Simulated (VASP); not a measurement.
# Driving VASP from ASE on P2W

Do ASE scripts that read P2W from different structure formats give one answer, and do several routes find one equilibrium volume? All runs use PBEsol. Left out of this account: 2 further runs (self-consistent run: it stopped with no message; self-consistent run: a reference on another mesh). The start is a cell from a database of measured crystal structures.

Calculated with VASP 6.6.1; PBEsol; plane waves and PAW (P, W).

### 1. The structure

The structure is orthorhombic, space group Cmc2_1 (No. 36). The conventional cell has a = 3.165 Å, b = 11.160 Å, c = 4.973 Å, α = 90.00°, β = 90.00°, γ = 90.00°. Nearest to P lie 1 P at 2.15 Å and 4 W at 2.48 to 2.49 Å. Nearest to P lie 1 P at 2.15 Å and 3 W at 2.49 Å. W has 7 P at 2.48 to 2.49 Å nearest. Farther neighbours are not listed.

### 2. Self-consistent run (PBEsol, through ASE)

A single point through ASE, with the structure read from a POSCAR.

run.py

```python
import numpy as np
from ase.calculators.vasp import Vasp
from ase.io import read
from ase.dft.bandgap import bandgap

atoms = read('structure.vasp')

calc = Vasp(
    xc='pbesol',
    pp='PBE',
    prec='Accurate',
    encut=400,
    ediff=1e-06,
    nelm=100,
    ismear=-1,
    sigma=0.05,
    lreal=False,
    algo='Normal',
    nbands=22,
    lasph=True,
    lorbit=11,
    lwave=False,
    lcharg=False,
    kpar=4,
    isif=2,
    pp_version='64',
    setups={'P': '', 'W': ''},
    kpts=(10, 6, 10),
    gamma=True,
    txt='vasp.out',
)
atoms.calc = calc

print("energy (eV):", round(atoms.get_potential_energy(), 6))
print("Fermi level (eV):", round(calc.get_fermi_level(), 4))
print("forces (eV/A):")
print(np.round(atoms.get_forces(), 4))
print("stress (GPa, Voigt, tension positive):", np.round(atoms.get_stress() * 160.21766, 3))
gap, p1, p2 = bandgap(calc, direct=False)
print("gap on the mesh (eV):", round(gap, 4))
```

structure.vasp

```
P2W
1.0
    3.1649000000      0.0000000000      0.0000000000
    0.0000000000      0.0000000000      4.9732000000
    1.5824500000     -5.5799500000      0.0000000000
P W
4 2
Direct
    0.4299000000      0.1167000000      0.1402000000
    0.5701000000      0.6167000000      0.8598000000
    0.2980000000      0.8003000000      0.4040000000
    0.7020000000      0.3003000000      0.5960000000
    0.0931400000      0.0000000000      0.8137200000
    0.9068600000      0.5000000000      0.1862800000
```

The projector-augmented-wave data sets are P and W (PBE family, release 64).

Run with:

```bash
export ASE_VASP_COMMAND="mpirun -np 4 vasp_std"
python run.py
```

The program printed:

```text
energy (eV): -53.661771
Fermi level (eV): 9.1341
forces (eV/A):
[[-0.      0.1001  0.1293]
 [ 0.     -0.1001  0.1293]
 [ 0.     -0.1375 -0.1141]
 [-0.      0.1375 -0.1141]
 [ 0.      0.0194 -0.0152]
 [ 0.     -0.0194 -0.0152]]
stress (GPa, Voigt, tension positive): [ 2.84   1.937  2.274 -0.    -0.    -0.   ]
gap on the mesh (eV): 0.0
```

Elapsed: 23 s, on 4 MPI ranks of AMD EPYC 9R45, shared host; peak memory 1 GiB.

The logs omit lines about the potential files and the build; timing stands in the text.

ASE turned this into the INCAR:

```
ENCUT = 400.000000
SIGMA = 0.050000
EDIFF = 1.00e-06
ALGO = Normal
GGA = PS
PREC = Accurate
ISIF = 2
ISMEAR = -1
KPAR = 4
LORBIT = 11
NBANDS = 22
NELM = 100
LASPH = .TRUE.
LCHARG = .FALSE.
LWAVE = .FALSE.
LREAL = .FALSE.
```

The KPOINTS that ASE wrote:

```
KPOINTS created by Atomic Simulation Environment
0
Gamma
10 6 10
0 0 0
```

VASP's own log, vasp.out:

```text
[banner, memory and clock lines left out]
running    4 mpi-ranks, on    1 nodes
 distrk:  each k-point on    1 cores,    4 groups
 distr:  one band on    1 cores,    1 groups

 POSCAR found type information on POSCAR P W
 POSCAR found :  2 types and       6 ions
|                                                                             |
|               ----> ADVICE to this user running VASP <----                  |
|                                                                             |
|     You enforced a specific xc type in the INCAR file but a different       |
|     [... a line on the potential file left out ...]
|     I HOPE YOU KNOW WHAT YOU ARE DOING!                                     |
|                                                                             |

 LDA part: xc-table for (Slater+PW92), standard interpolation
 POSCAR, INCAR and KPOINTS ok, starting setup
 FFT: planning ... GRIDC
 FFT: planning ... GRID_SOFT
 FFT: planning ... GRID
 WAVECAR not read
 entering main loop
       N       E                     dE             d eps       ncg     rms          rms(c)
DAV:   1     0.904750354765E+02    0.90475E+02   -0.11907E+04  5456   0.104E+03
DAV:   2    -0.475024491305E+02   -0.13798E+03   -0.12961E+03  7190   0.235E+02
DAV:   3    -0.554189505252E+02   -0.79165E+01   -0.76572E+01  7504   0.509E+01
DAV:   4    -0.555888638328E+02   -0.16991E+00   -0.16877E+00  7416   0.810E+00
DAV:   5    -0.555928180526E+02   -0.39542E-02   -0.39502E-02  7398   0.108E+00    0.371E+01
DAV:   6    -0.539892326367E+02    0.16036E+01   -0.72815E+00  8388   0.133E+01    0.153E+01
DAV:   7    -0.537471756656E+02    0.24206E+00   -0.13181E+00  7298   0.687E+00    0.917E+00
DAV:   8    -0.536679997330E+02    0.79176E-01   -0.23032E-01  7712   0.307E+00    0.675E-01
DAV:   9    -0.536672946140E+02    0.70512E-03   -0.17683E-02  7164   0.761E-01    0.492E-01
DAV:  10    -0.536671167323E+02    0.17788E-03   -0.16053E-03  7068   0.237E-01    0.233E-01
DAV:  11    -0.536670724242E+02    0.44308E-04   -0.36299E-04  7414   0.109E-01    0.671E-02
DAV:  12    -0.536670759326E+02   -0.35083E-05   -0.63408E-05  7068   0.532E-02    0.181E-02
DAV:  13    -0.536670741699E+02    0.17626E-05   -0.47528E-06  6756   0.127E-02    0.854E-03
DAV:  14    -0.536670736224E+02    0.54758E-06   -0.13546E-06  4776   0.741E-03
   1 F= -.53667074E+02 E0= -.53661771E+02  d E =-.106062E-01
```

Parts of OUTCAR (step 2):

```text
ion  position               nearest neighbor table
   1  0.430  0.117  0.140-   3 2.15   5 2.48   5 2.48   6 2.49   6 2.49   2 2.94   2 2.94
   2  0.570  0.617  0.860-   4 2.15   6 2.48   6 2.48   5 2.49   5 2.49   1 2.94   1 2.94
   3  0.298  0.800  0.404-   1 2.15   6 2.49   6 2.49   5 2.49
   4  0.702  0.300  0.596-   2 2.15   5 2.49   5 2.49   6 2.49
   5  0.093  0.000  0.814-   1 2.48   1 2.48   2 2.49   2 2.49   4 2.49   4 2.49   3 2.49   6 3.24
                             6 3.24
   6  0.907  0.500  0.186-   2 2.48   2 2.48   1 2.49   1 2.49   3 2.49   3 2.49   4 2.49   5 3.24
                             5 3.24

  LATTYP: Found a base centered orthorhombic cell.
 ALAT       =     3.1649000000
 B/A-ratio  =     3.5261461658
 C/A-ratio  =     1.5713608645

 Subroutine GETGRP returns: Found  4 space group operations
 (whereof  2 operations were pure point group operations)

The static configuration has the point symmetry C_1h.
 The point group associated with its full space group is C_2v.

 Found    124 irreducible k-points:

   k-points           NKPTS =    124   k-points in BZ     NKDIM =    124   number of bands    NBANDS=     22

   dimension x,y,z NGX =    24 NGY =   32 NGZ =   40
   dimension x,y,z NGXF=    48 NGYF=   64 NGZF=   80

   ENCUT  =  400.0 eV  29.40 Ry    5.42 a.u.   5.16  8.11  9.46*2*pi/ulx,y,z

   NELECT =      32.0000    total number of electrons

 k-points in reciprocal lattice and weights: KPOINTS created by Atomic Simulation Env
   0.00000000  0.00000000  0.00000000       0.002
   0.10000000  0.00000000  0.00000000       0.007
   0.20000000  0.00000000  0.00000000       0.007
   0.30000000  0.00000000  0.00000000       0.007
   0.40000000  0.00000000 -0.00000000       0.007
   0.50000000  0.00000000  0.00000000       0.003
   0.00000000  0.16666667  0.00000000       0.003
   0.10000000  0.16666667  0.00000000       0.013
   0.20000000  0.16666667  0.00000000       0.013
[...]
0.00000000  0.33333333  0.50000000       0.003
   0.00000000  0.50000000  0.50000000       0.002

 average (electrostatic) potential at core
       1 -80.1105       2 -80.1105       3 -79.8177       4 -79.8177       5 -36.2426
       6 -36.2426

 E-fermi :   9.1341

 k-point     1 :       0.0000    0.0000    0.0000
  band No.  band energies     occupation
    ...
     12       6.5938      2.00000
     13       6.9728      2.00000
     14       7.5755      2.00000
     15       7.9101      2.00000
     16       8.2040      2.00000
     17       9.3964      0.01050
     18      10.4414      0.00000
     19      10.4559      0.00000
     20      11.1137      0.00000
     21      11.9422      0.00000
    ...

 k-point     2 :       0.1000    0.0000    0.0000
  band No.  band energies     occupation
    ...
     12       6.5892      2.00000
     13       6.8507      2.00000
     14       7.5071      2.00000
     15       8.0639      2.00000
     16       8.4545      2.00000
     17       9.7757      0.00001
     18      10.2032      0.00000
     19      10.8039      0.00000
     20      11.2101      0.00000
     21      11.8474      0.00000
    ...

 k-point     3 :       0.2000    0.0000    0.0000
  band No.  band energies     occupation
    ...
     12       6.3079      2.00000
     13       6.5639      2.00000
     14       7.1273      2.00000
     15       8.1842      2.00000
     16       8.9094      1.97789
     17       9.9066      0.00000
     18      10.1374      0.00000
     19      11.2174      0.00000
     20      11.4799      0.00000
     21      12.1381      0.00000
    ...

  Total       -1.5567552     -1.0617784     -1.2464112      0.0000000      0.0000000      0.0000000
  in kB      -28.3991077    -19.3694920    -22.7376565      0.0000000      0.0000000      0.0000000
  external PRESSURE =     -23.5020854 kB  Pullay stress =       0.0000000 kB

  energy-cutoff  :      400.00
  volume of cell :       87.83
      direct lattice vectors                 reciprocal lattice vectors
     3.164900000  0.000000000  0.000000000     0.315965749  0.089606538  0.000000000
     0.000000000  0.000000000  4.973200000     0.000000000  0.000000000  0.201077777
     1.582450000 -5.579950000  0.000000000     0.000000000 -0.179213075  0.000000000

 POSITION                                       TOTAL-FORCE (eV/Angst)
 -----------------------------------------------------------------------------------
      1.58245     -0.78231      0.58037        -0.000000      0.100128      0.129296
      3.16490     -4.79764      3.06697         0.000000     -0.100128      0.129296
      1.58245     -2.25430      3.98005         0.000000     -0.137467     -0.114080
      3.16490     -3.32565      1.49345        -0.000000      0.137467     -0.114080
      1.58245     -4.54052      0.00000         0.000000      0.019388     -0.015216
      3.16490     -1.03943      2.48660         0.000000     -0.019388     -0.015216
 -----------------------------------------------------------------------------------
    total drift:                               -0.000001      0.000002     -0.000194

  FREE ENERGIE OF THE ION-ELECTRON SYSTEM (eV)
  ---------------------------------------------------
  free  energy   TOTEN  =       -53.6670736224 eV

  energy  without entropy=      -53.6564674225  energy(sigma->0) =      -53.66177052

 total charge
# of ion       s       p       d       tot
------------------------------------------
    1        1.021   1.461   0.000   2.482
    2        1.021   1.461   0.000   2.482
    3        1.029   1.450   0.000   2.479
    4        1.029   1.450   0.000   2.479
    5        0.556   0.672   4.435   5.663
    6        0.556   0.672   4.435   5.663
--------------------------------------------------
tot          5.214   7.166   8.870  21.250

[... 3 further parts left out ...]
```

The PAW data sets were made with PBE, which is usual practice but a small mismatch for other functionals. At this level the cell is under a tension of 2.4 GPa, so at these settings it is away from equilibrium. The data set W keeps the semicore shell frozen, which is cheaper and a little less accurate.

This step gave:

```
SCF cycles              : 14
electrons               : 32
bands                   : 22
irreducible k-points    : 124
symmetry operations     : 4
free energy (TOTEN)     : -53.6671 eV
energy at zero smearing : -53.6618 eV
Fermi energy            : 9.134 eV
pressure                : -2.350 GPa
metallic                : yes
```

Force by atom:

| atom | x (eV/Å) | y (eV/Å) | z (eV/Å) | size |
| --- | --- | --- | --- | --- |
| P1 | 0.000 | 0.100 | 0.129 | 0.164 |
| P2 | 0.000 | -0.100 | 0.129 | 0.164 |
| P3 | 0.000 | -0.137 | -0.114 | 0.179 |
| P4 | 0.000 | 0.137 | -0.114 | 0.179 |
| W5 | 0.000 | 0.019 | -0.015 | 0.025 |
| W6 | 0.000 | -0.019 | -0.015 | 0.025 |

The pressure is -2.35 GPa and the largest force 0.179 eV/Å, so the cell is not at a minimum at these settings.

[end of part 1 of 4]

[Lines on the potential files, build, host, timing and source positions are cut from VASP's logs without a mark.]

[Logs are printed without paths, hosts, clocks, repeated set-up lines and the standing remarks that a program may print on its own settings, such as how far it seeks lower states.]

[Hosts, paths, dates, database ids (printed as entryN), source tags and the programs' standing remarks are cut or masked in the printed files.]

[A measured line is paired with the nearest computed mode of its activity, which favours agreement.]
